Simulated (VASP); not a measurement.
Computed with LDA (Ceperley-Alder, Perdew-Zunger), VASP's LDA PAW potentials (set 64) (plane waves; VASP 6.6.1).

VASP ran on this input.

### INCAR
```
ALGO=Normal
EDIFF=1E-6
EDIFFG=-0.02
ENCUT=500
IBRION=2
ISIF=3
ISMEAR=0
LASPH=.True.
LCHARG=.False.
LMAXMIX=6
LREAL=.False.
LWAVE=.False.
NELM=100
NSW=40
PREC=Accurate
PSTRESS=200
SIGMA=0.05
SYSTEM=WSe2
```

POSCAR:
```
WSe2
1
    1.5537771960    -2.6912200741     0.0000000000
    1.5537771960     2.6912200741    -0.0000000000
    0.0000000000    -0.0000000000    11.6710499072
W Se
2 4
Direct
  0.3333330000   0.6666670000   0.2500000000
  0.6666670000   0.3333330000   0.7500000000
  0.3333330000   0.6666670000   0.8948176001
  0.6666670000   0.3333330000   0.3948176001
  0.6666670000   0.3333330000   0.1051823999
  0.3333330000   0.6666670000   0.6051823999
```

KPOINTS:
```
Automatic mesh
0
Gamma
8 8 2
0 0 0
```

POTCAR, in this order: W_sv Se (LDA.64 set). Program: vasp_std.

### Question
What will the output report for the number of irreducible k-points (NKPTS), largest plane-wave count, number of space-group operations, FFT grid (NGX, NGY, NGZ)?

### Answer

```
Quantity                                      Result
--------------------------------------  ------------
number of irreducible k-points (NKPTS)            20
largest plane-wave count                        2508
number of space-group operations                  24
FFT grid (NGX, NGY, NGZ)                24 × 24 × 90
```

The compound is WSe2 in the 2H layered structure. It was relaxed first under an external pressure of 20 GPa.
